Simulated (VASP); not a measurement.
**Te: what moves the LDA gap besides the functional**

Aim: test what besides the functional moves the gap of Te. The starting structure is a measured crystal structure from the Crystallography Open Database. Cell and atoms stay as given unless a step says otherwise.

Method: Kohn-Sham DFT with plane waves and PAW; LDA, in VASP 6.6.1.

## 1. The structure

It takes space group P3_121 (No. 152, trigonal). The conventional cell has a = 4.457 Å, b = 4.457 Å, c = 5.929 Å, α = 90.00°, β = 90.00°, γ = 120.00°. Te has 2 Te at 2.84 Å nearest.

## 2. Reference bands

File INCAR:

```
SYSTEM = Te
PREC = Accurate
ENCUT = 350
EDIFF = 1E-06
NELM = 100
ISMEAR = 0
SIGMA = 0.03
LREAL = .FALSE.
ALGO = Normal
GGA = CA
NBANDS = 22
LORBIT = 11
LWAVE = .FALSE.
LCHARG = .FALSE.
KPAR = 4
LASPH = .TRUE.
```

File POSCAR:

```
Te
1.0
    4.4572000000      0.0000000000      0.0000000000
   -2.2286000000      3.8600484297      0.0000000000
    0.0000000000      0.0000000000      5.9290000000
Te
3
Direct
    0.7367000000      0.7367000000      0.0000000000
    0.0000000000      0.2633000000      0.6666666667
    0.2633000000      0.0000000000      0.3333333333
```

File KPOINTS:

```
Automatic mesh
0
Gamma
6 6 4
0 0 0
```

File KPOINTS_OPT:

```
Line mode
10
Line-mode
Reciprocal
  0.00000000   0.00000000   0.00000000 GAMMA
  0.50000000   0.00000000   0.00000000 M

  0.50000000   0.00000000   0.00000000 M
  0.33333333   0.33333333   0.00000000 K

  0.33333333   0.33333333   0.00000000 K
  0.00000000   0.00000000   0.00000000 GAMMA

  0.00000000   0.00000000   0.00000000 GAMMA
  0.00000000   0.00000000   0.50000000 A

  0.00000000   0.00000000   0.50000000 A
  0.50000000   0.00000000   0.50000000 L

  0.50000000   0.00000000   0.50000000 L
  0.33333333   0.33333333   0.50000000 H

  0.33333333   0.33333333   0.50000000 H
  0.00000000   0.00000000   0.50000000 A

  0.50000000   0.00000000   0.50000000 L
  0.50000000   0.00000000   0.00000000 M

  0.33333333   0.33333333   0.00000000 K
  0.33333333   0.33333333   0.50000000 H
```

The projector-augmented-wave data sets are Te (LDA family, release 64).

Started as:

```sh
$ mpirun -np 4 vasp_std
```

Log:

```text
[banner, memory and clock lines left out]
running    4 mpi-ranks, on    1 nodes
 distrk:  each k-point on    1 cores,    4 groups
 distr:  one band on    1 cores,    1 groups

 POSCAR found type information on POSCAR Te
 POSCAR found :  1 types and       3 ions
 LDA part: xc-table for (Slater(with rela. corr.)+CA(PZ))
 , standard interpolation
 POSCAR, INCAR and KPOINTS ok, starting setup
 FFT: planning ... GRIDC
 FFT: planning ... GRID_SOFT
 FFT: planning ... GRID
 WAVECAR not read
 entering main loop
       N       E                     dE             d eps       ncg     rms          rms(c)
DAV:   1     0.549084167186E+02    0.54908E+02   -0.47516E+03  1056   0.468E+02
DAV:   2    -0.753145473219E+01   -0.62440E+02   -0.58933E+02  1386   0.987E+01
DAV:   3    -0.113132746008E+02   -0.37818E+01   -0.37515E+01  1296   0.249E+01
DAV:   4    -0.113848596365E+02   -0.71585E-01   -0.71576E-01  1370   0.405E+00
DAV:   5    -0.113855801124E+02   -0.72048E-03   -0.72047E-03  1344   0.347E-01    0.122E+01
DAV:   6    -0.113447030434E+02    0.40877E-01   -0.15909E-02  1242   0.583E-01    0.772E+00
DAV:   7    -0.113299263827E+02    0.14777E-01   -0.39914E-02  1290   0.841E-01    0.320E-01
DAV:   8    -0.113289067450E+02    0.10196E-02   -0.67334E-03  1206   0.368E-01    0.150E-01
DAV:   9    -0.113289223636E+02   -0.15619E-04   -0.21830E-04  1284   0.740E-02    0.814E-02
DAV:  10    -0.113289210509E+02    0.13127E-05   -0.19625E-05  1268   0.197E-02    0.130E-02
DAV:  11    -0.113289203861E+02    0.66473E-06   -0.19723E-06  1302   0.714E-03
   1 F= -.11328920E+02 E0= -.11328901E+02  d E =-.382855E-04
 Start KPOINTS_OPT (optional k-point list driver)
k-point batch [1-24\90]
       N       E                     dE             ncg
DAV:   1     0.157060913896E+04   -0.61501E+04     1056
DAV:   2     0.891843781572E+02   -0.14814E+04     1390
DAV:   3     0.130515660892E+01   -0.87879E+02     1318
DAV:   4    -0.427124976242E+00   -0.17323E+01     1434
DAV:   5    -0.448935944570E+00   -0.21811E-01     1380
DAV:   6    -0.449963382417E+00   -0.10274E-02     1508
DAV:   7    -0.449965695775E+00   -0.23134E-05     1264
DAV:   8    -0.449965747957E+00   -0.52182E-07      944
[...]
k-point batch [73-90\90]
       N       E                     dE             ncg
DAV:   1     0.282334440872E+04   -0.68383E+04      792
DAV:   2     0.175493095227E+04   -0.10684E+04     1058
DAV:   3     0.169624534317E+04   -0.58686E+02     1004
DAV:   4     0.169507025131E+04   -0.11751E+01     1076
DAV:   5     0.169505879009E+04   -0.11461E-01     1074
DAV:   6     0.169505831091E+04   -0.47918E-03     1108
DAV:   7     0.169505830990E+04   -0.10096E-05      932
DAV:   8     0.169505830987E+04   -0.31709E-07      674
```

The job ended after 39 s (4 MPI ranks of AMD EPYC 7R43, shared host; peak memory 0.58 GiB; 2.5 min of CPU time).

Lines that name or quote the potential files are left out of all logs, and their timing lines are given in words.

Parts of OUTCAR (step 2):

```text
ion  position               nearest neighbor table
   1  0.737  0.737  0.000-   2 2.84   3 2.84   3 3.49   2 3.49   2 3.49   3 3.49
   2  0.000  0.263  0.667-   1 2.84   3 2.84   1 3.49   1 3.49   3 3.49   3 3.49
   3  0.263  0.000  0.333-   1 2.84   2 2.84   1 3.49   1 3.49   2 3.49   2 3.49

  LATTYP: Found a hexagonal cell.
 ALAT       =     4.4572000000
 C/A-ratio  =     1.3302073050

 Subroutine GETGRP returns: Found  6 space group operations
 (whereof  2 operations were pure point group operations)

The static configuration has the point symmetry C_2 .
 The point group associated with its full space group is D_3 .

 Found     24 irreducible k-points:

   k-points           NKPTS =     24   k-points in BZ     NKDIM =     24   number of bands    NBANDS=     22

   dimension x,y,z NGX =    28 NGY =   28 NGZ =   36
   dimension x,y,z NGXF=    56 NGYF=   56 NGZF=   72

   ENCUT  =  350.0 eV  25.72 Ry    5.07 a.u.   6.80  6.80  9.04*2*pi/ulx,y,z

   NELECT =      18.0000    total number of electrons

 k-points in reciprocal lattice and weights: Automatic mesh
   0.00000000  0.00000000  0.00000000       0.007
   0.16666667  0.00000000  0.00000000       0.042
   0.33333333  0.00000000  0.00000000       0.042
   0.50000000  0.00000000  0.00000000       0.021
   0.16666667  0.16666667  0.00000000       0.042
   0.33333333  0.16666667  0.00000000       0.083
   0.33333333  0.33333333  0.00000000       0.014
   0.00000000  0.00000000  0.25000000       0.014
   0.16666667  0.00000000  0.25000000       0.042
[...]
0.33333333  0.16666667  0.50000000       0.083
   0.33333333  0.33333333  0.50000000       0.014

 average (electrostatic) potential at core
       1 -89.8772       2 -89.8772       3 -89.8772

 E-fermi :   5.8137

 k-point     1 :       0.0000    0.0000    0.0000
  band No.  band energies     occupation
    ...
      5       2.9619      2.00000
      6       2.9619      2.00000
      7       4.1157      2.00000
      8       4.1157      2.00000
      9       5.0337      2.00000
     10       6.7605      0.00000
     11       6.7605      0.00000
     12       7.3914      0.00000
     13      10.6332      0.00000
     14      10.6332      0.00000
    ...

 k-point     2 :       0.1667    0.0000    0.0000
  band No.  band energies     occupation
    ...
      5       2.2722      2.00000
      6       2.6665      2.00000
      7       4.4936      2.00000
      8       4.8548      2.00000
      9       4.9969      2.00000
     10       6.5857      0.00000
     11       6.6950      0.00000
     12       7.2917      0.00000
     13      10.0952      0.00000
     14      10.6423      0.00000
    ...

 k-point     3 :       0.3333    0.0000    0.0000
  band No.  band energies     occupation
    ...
      5       1.5579      2.00000
      6       2.2034      2.00000
      7       3.3953      2.00000
      8       4.7295      2.00000
      9       4.9470      2.00000
     10       6.6532      0.00000
     11       6.8229      0.00000
     12       8.5467      0.00000
     13       9.0994      0.00000
     14      11.5882      0.00000
    ...

  Total       -0.8502384     -0.8502384     -0.7642010     -0.0000000      0.0000000     -0.0000000
  in kB      -13.3541101    -13.3541101    -12.0027796     -0.0000000      0.0000000     -0.0000000
  external PRESSURE =     -12.9036666 kB  Pullay stress =       0.0000000 kB

  energy-cutoff  :      350.00
  volume of cell :      102.01
      direct lattice vectors                 reciprocal lattice vectors
     4.457200000  0.000000000  0.000000000     0.224356098  0.129532054  0.000000000
    -2.228600000  3.860048430  0.000000000     0.000000000  0.259064107  0.000000000
     0.000000000  0.000000000  5.929000000     0.000000000  0.000000000  0.168662506

 POSITION                                       TOTAL-FORCE (eV/Angst)
 -----------------------------------------------------------------------------------
      1.64181      2.84370      0.00000        -0.112859     -0.195477      0.000000
     -0.58679      1.01635      3.95267        -0.112859      0.195477     -0.000000
      1.17358      0.00000      1.97633         0.225718      0.000000     -0.000000
 -----------------------------------------------------------------------------------
    total drift:                               -0.000000     -0.000000      0.000000

  FREE ENERGIE OF THE ION-ELECTRON SYSTEM (eV)
  ---------------------------------------------------
  free  energy   TOTEN  =       -11.3289203861 eV

  energy  without entropy=      -11.3288821007  energy(sigma->0) =      -11.32890124

 total charge
# of ion       s       p       d       tot
------------------------------------------
    1        1.439   1.828   0.046   3.313
    2        1.439   1.828   0.046   3.313
    3        1.439   1.828   0.046   3.313
--------------------------------------------------
tot          4.316   5.485   0.137   9.938

[... 3 further parts left out ...]
```

Spin-orbit coupling is off here; with elements this heavy it can split and shift levels by tenths of an eV.

The reference gap is 0.086 eV.

## 3. Bands with cell and atoms relaxed by LDA

Against step 2 the input has another starting structure. The cell comes from a relaxation at this level, not shown (94.24 Å³).

INCAR is that of step 2.

File POSCAR:

```
Te
1.0
    4.2740960732      0.0000000000      0.0000000000
   -2.1370480366      3.7014757776      0.0000000000
    0.0000000000      0.0000000000      5.9567488424
Te
3
Direct
    0.7152234789      0.7152234789      0.0000000000
    0.0000000000      0.2847765211      0.6666666667
    0.2847765211      0.0000000000      0.3333333333
```

KPOINTS is that of step 2.

KPOINTS_OPT is that of step 2.

Started as:

```sh
$ mpirun -np 4 vasp_std
```

Log:

```text
[... set-up lines as in an earlier step ...]
 entering main loop
       N       E                     dE             d eps       ncg     rms          rms(c)
DAV:   1     0.543442837137E+02    0.54344E+02   -0.49323E+03  1056   0.482E+02
DAV:   2    -0.782937182165E+01   -0.62174E+02   -0.59039E+02  1398   0.994E+01
DAV:   3    -0.113703953117E+02   -0.35410E+01   -0.35102E+01  1310   0.245E+01
DAV:   4    -0.114331736869E+02   -0.62778E-01   -0.62767E-01  1354   0.384E+00
[...]
DAV:   9    -0.113993566721E+02   -0.15059E-05   -0.12978E-04  1306   0.509E-02    0.804E-02
DAV:  10    -0.113993546400E+02    0.20322E-05   -0.61607E-06  1226   0.115E-02    0.169E-02
DAV:  11    -0.113993542614E+02    0.37854E-06   -0.10722E-06   858   0.501E-03
   1 F= -.11399354E+02 E0= -.11399112E+02  d E =-.484675E-03
 Start KPOINTS_OPT (optional k-point list driver)
k-point batch [1-24\90]
       N       E                     dE             ncg
DAV:   1     0.189112378405E+04   -0.62975E+04     1056
DAV:   2     0.440458173071E+03   -0.14507E+04     1382
DAV:   3     0.356817651760E+03   -0.83641E+02     1328
DAV:   4     0.355361531002E+03   -0.14561E+01     1408
DAV:   5     0.355334856985E+03   -0.26674E-01     1384
DAV:   6     0.355333686111E+03   -0.11709E-02     1488
DAV:   7     0.355333672807E+03   -0.13304E-04     1306
DAV:   8     0.355333672474E+03   -0.33335E-06      944
[...]
k-point batch [73-90\90]
       N       E                     dE             ncg
DAV:   1     0.314592789125E+04   -0.69705E+04      792
DAV:   2     0.206614648567E+04   -0.10798E+04     1074
DAV:   3     0.200864026393E+04   -0.57506E+02      980
DAV:   4     0.200758439915E+04   -0.10559E+01     1058
DAV:   5     0.200756252106E+04   -0.21878E-01     1036
DAV:   6     0.200756159354E+04   -0.92752E-03     1100
DAV:   7     0.200756157028E+04   -0.23262E-04      974
DAV:   8     0.200756156922E+04   -0.10568E-05      778
DAV:   9     0.200756156918E+04   -0.42798E-07      684
```

The job ended after 30 s (4 MPI ranks; peak memory 0.54 GiB).

OUTCAR, selected parts (step 3):

```text
  Total        0.0033149      0.0033149     -0.0114495      0.0000000      0.0000000      0.0000000
  in kB        0.0563579      0.0563579     -0.1946558      0.0000000      0.0000000      0.0000000
  external PRESSURE =      -0.0273133 kB  Pullay stress =       0.0000000 kB

 POSITION                                       TOTAL-FORCE (eV/Angst)
 -----------------------------------------------------------------------------------
      1.52847      2.64738      0.00000        -0.002000     -0.003464     -0.000000
     -0.60858      1.05409      3.97117        -0.002000      0.003464      0.000000
      1.21716      0.00000      1.98558         0.004000      0.000000     -0.000000
 -----------------------------------------------------------------------------------
    total drift:                                0.000000     -0.000000      0.000000

  FREE ENERGIE OF THE ION-ELECTRON SYSTEM (eV)
  ---------------------------------------------------
  free  energy   TOTEN  =       -11.3993542614 eV

  energy  without entropy=      -11.3988695869  energy(sigma->0) =      -11.39911192

[... 1 part as in an earlier step ...]

[... 2 further parts left out ...]
[key lines of the parts left out:]
E-fermi :   6.8212
```

With cell and atoms relaxed by LDA there is no gap to read, since by its occupations the run counts as a metal (its levels may still leave one).

## 4. Bands with no band path

Against step 2 the input has no band path (also changed: NBANDS).

INCAR: that of step 3 with these lines changed.

```diff
@@ -10,3 +10,3 @@
 GGA = CA
-NBANDS = 22
+NBANDS = 15
 LORBIT = 11
```

File POSCAR:

```
Te
1.0
    4.4572000000      0.0000000000      0.0000000000
   -2.2286000000      3.8600484297      0.0000000000
    0.0000000000      0.0000000000      5.9290000000
Te
3
Direct
    0.7367000000      0.7367000000      0.0000000000
    0.0000000000      0.2633000000      0.6666666667
    0.2633000000      0.0000000000      0.3333333333
```

KPOINTS is that of step 3.

Started as:

```sh
$ mpirun -np 4 vasp_std
```

Log:

```text
[... set-up lines as in an earlier step ...]
 entering main loop
       N       E                     dE             d eps       ncg     rms          rms(c)
DAV:   1     0.591681003891E+02    0.59168E+02   -0.52722E+03   720   0.703E+02
DAV:   2    -0.743628797269E+01   -0.66604E+02   -0.63599E+02   979   0.124E+02
DAV:   3    -0.113097887699E+02   -0.38735E+01   -0.38616E+01   832   0.348E+01
DAV:   4    -0.113850605291E+02   -0.75272E-01   -0.75268E-01  1148   0.574E+00
[...]
DAV:  10    -0.113289223088E+02    0.79088E-06   -0.24015E-05   990   0.304E-02    0.122E-02
DAV:  11    -0.113289204039E+02    0.19049E-05   -0.70158E-06   902   0.155E-02    0.462E-03
DAV:  12    -0.113289203570E+02    0.46958E-07   -0.62307E-07   522   0.487E-03
   1 F= -.11328920E+02 E0= -.11328901E+02  d E =-.383600E-04
```

It took 11 s on 4 MPI ranks; peak memory 0.47 GiB; 40 s of CPU time.

OUTCAR, selected parts (step 4):

```text
  Total       -0.8511818     -0.8511818     -0.7653821      0.0000000      0.0000000      0.0000000
  in kB      -13.3689281    -13.3689281    -12.0213316      0.0000000      0.0000000      0.0000000
  external PRESSURE =     -12.9197292 kB  Pullay stress =       0.0000000 kB

 POSITION                                       TOTAL-FORCE (eV/Angst)
 -----------------------------------------------------------------------------------
      1.64181      2.84370      0.00000        -0.112867     -0.195492      0.000000
     -0.58679      1.01635      3.95267        -0.112867      0.195492     -0.000000
      1.17358      0.00000      1.97633         0.225735      0.000000      0.000000
 -----------------------------------------------------------------------------------
    total drift:                               -0.000000     -0.000000      0.000000

  FREE ENERGIE OF THE ION-ELECTRON SYSTEM (eV)
  ---------------------------------------------------
  free  energy   TOTEN  =       -11.3289203570 eV

  energy  without entropy=      -11.3288819970  energy(sigma->0) =      -11.32890118

[... 1 part as in an earlier step ...]

[... 2 further parts left out ...]
[key lines of the parts left out:]
E-fermi :   5.8137
```

With no band path the gap is 0.101 eV, +0.015 eV from the reference, read on the mesh alone.

## 5. Bands with a cutoff of 500 eV

Against step 2 the input has ENCUT = 500.

INCAR: that of step 4 with these lines changed.

```diff
@@ -2,3 +2,3 @@
 PREC = Accurate
-ENCUT = 350
+ENCUT = 500
 EDIFF = 1E-06
@@ -10,3 +10,3 @@
 GGA = CA
-NBANDS = 15
+NBANDS = 22
 LORBIT = 11
```

POSCAR is that of step 4.

KPOINTS is that of step 4.

KPOINTS_OPT is that of step 3.

Started as:

```sh
$ mpirun -np 4 vasp_std
```

Log:

```text
[... set-up lines as in an earlier step ...]
 entering main loop
       N       E                     dE             d eps       ncg     rms          rms(c)
DAV:   1     0.652069692969E+02    0.65207E+02   -0.59521E+03  1056   0.628E+02
DAV:   2    -0.664081156450E+01   -0.71848E+02   -0.67733E+02  1350   0.111E+02
DAV:   3    -0.112984485619E+02   -0.46576E+01   -0.46149E+01  1326   0.287E+01
DAV:   4    -0.113841268772E+02   -0.85678E-01   -0.85659E-01  1300   0.448E+00
[...]
DAV:  10    -0.113292658731E+02   -0.33183E-06   -0.14336E-05  1436   0.183E-02    0.216E-02
DAV:  11    -0.113292647885E+02    0.10846E-05   -0.29158E-06  1290   0.827E-03    0.330E-03
DAV:  12    -0.113292647657E+02    0.22855E-07   -0.25760E-07   750   0.235E-03
   1 F= -.11329265E+02 E0= -.11329246E+02  d E =-.384861E-04
 Start KPOINTS_OPT (optional k-point list driver)
k-point batch [1-24\90]
       N       E                     dE             ncg
DAV:   1     0.181747703024E+04   -0.75473E+04     1056
DAV:   2     0.110472604273E+03   -0.17070E+04     1356
DAV:   3     0.154929735825E+01   -0.10892E+03     1326
DAV:   4    -0.471456057128E+00   -0.20208E+01     1346
DAV:   5    -0.520942500729E+00   -0.49486E-01     1348
DAV:   6    -0.523323862391E+00   -0.23814E-02     1498
DAV:   7    -0.523369829762E+00   -0.45967E-04     1310
DAV:   8    -0.523372148733E+00   -0.23190E-05      998
DAV:   9    -0.523372254947E+00   -0.10621E-06      870
[...]
k-point batch [73-90\90]
       N       E                     dE             ncg
DAV:   1     0.313410023839E+04   -0.83007E+04      792
DAV:   2     0.187795291654E+04   -0.12561E+04     1040
DAV:   3     0.180353422126E+04   -0.74419E+02     1012
DAV:   4     0.180214964540E+04   -0.13846E+01     1040
DAV:   5     0.180211988460E+04   -0.29761E-01     1042
DAV:   6     0.180211846007E+04   -0.14245E-02     1112
DAV:   7     0.180211844582E+04   -0.14247E-04     1004
DAV:   8     0.180211844516E+04   -0.65955E-06      708
```

Run time: 67 s. Hardware: 4 MPI ranks; peak memory 0.84 GiB.

[end of part 1 of 2]

[Lines on the potential files, build, host, timing and source positions are cut from VASP's logs without a mark.]

[Logs are printed without paths, hosts, clocks, repeated set-up lines and the standing remarks that a program may print on its own settings, such as how far it seeks lower states.]

[Hosts, paths, dates, database ids (printed as entryN), source tags and the programs' standing remarks are cut or masked in the printed files.]
